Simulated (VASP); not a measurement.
Given:

```yaml
crystal:
  lattice:
    - [0.00000, 2.51668, 2.51668]
    - [2.51668, 0.00000, 2.51668]
    - [2.51668, 2.51668, 0.00000]
  atoms:
    - { symbol: Ag, position: [0.00000, 0.00000, 0.00000] }
    - { symbol: Br, position: [0.50000, 0.50000, 0.50000] }
```

The numbers are results of LDA (Ceperley-Alder, Perdew-Zunger), VASP's LDA PAW potentials (set 64) (plane waves; VASP), not measurements. Run with 500 eV cut-off, 9×9×9 Γ-centred mesh, Gaussian smearing of 0.050 eV, potentials Ag Br.

Task: Predict the energy per atom (σ→0), pressure.

Result: 
The energy per atom (σ→0) comes out as -2.610 eV/atom. The pressure is 448.4 kbar.

Total energies compare only between runs with the same potentials, cut-off and functional.

The compound is AgBr in the rock salt structure. It was relaxed first under an external pressure of 45 GPa.
